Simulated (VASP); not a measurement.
VASP input:

INCAR:
```
! general
SYSTEM   =  HgS
PREC     =  Accurate
ENCUT    =  300
LREAL    =  .FALSE.   ! projection in real space or not
LASPH    =  .TRUE.   ! aspherical one-centre terms

! electronic loop
EDIFF    =  1E-6
NELM     =  100   ! most electronic steps
ALGO     =  Normal   ! blocked Davidson
LMAXMIX  =  6   ! l cut-off of mixed one-centre charges

! smearing
ISMEAR   =  -1
SIGMA    =  0.05   ! width (eV)

! functional
GGA      =  PE   ! PBE

! ions
ISIF     =  2   ! forces and stress, cell fixed

! output
LWAVE    =  .FALSE.
LCHARG   =  .FALSE.
```

File POSCAR:
```
HgS
1
    0.0000000000     2.8651620000     2.8651620000
    2.8651620000     0.0000000000     2.8651620000
    2.8651620000     2.8651620000     0.0000000000
Hg S
1 1
Direct
  0.0000000000   0.0000000000   0.0000000000
  0.2500000000   0.2500000000   0.2500000000
```

### KPOINTS
```
Automatic mesh
0
Gamma
13 13 13
0 0 0
```

POTCAR, in this order: Hg S (PBE.64 set). Program: vasp_std.

**Question.** Translate this PBE calculation to Ansatz.

**Answer.** One equivalent input (not run):
Ansatz 0.2 input:
```yaml
crystal:
  lattice:
    - [0.0000000, 2.8651620, 2.8651620]
    - [2.8651620, 0.0000000, 2.8651620]
    - [2.8651620, 2.8651620, 0.0000000]
  atoms:
    - { symbol: Hg, position: [0.0000000, 0.0000000, 0.0000000] }
    - { symbol: S, position: [0.2500000, 0.2500000, 0.2500000] }
kpoints:
  mp_grid: { grid: [13, 13, 13] }
hamiltonian:
  xc: pbe
  pseudopotentials: { kind: paw }
scf:
  occupations: { method: fermi_dirac, width: 0.05 }
  max_iter: 100
output: { forces: true, stress: true, eigenvalues: true }
```
The two are equivalent in intent, not identical: each code has its own PAW files, so the cut-off isn't converted (ENCUT is set for VASP's; basis.ecutwfc is left out, and Ansatz then takes the one that its files recommend); Ansatz stops its SCF on the density residual and VASP on the energy change (EDIFF).

The structure comes from a computed database's HgS entry; how it stands against other phases isn't given here. The cell was not relaxed at this level, and its volume differs by -5.9 % from the start's.
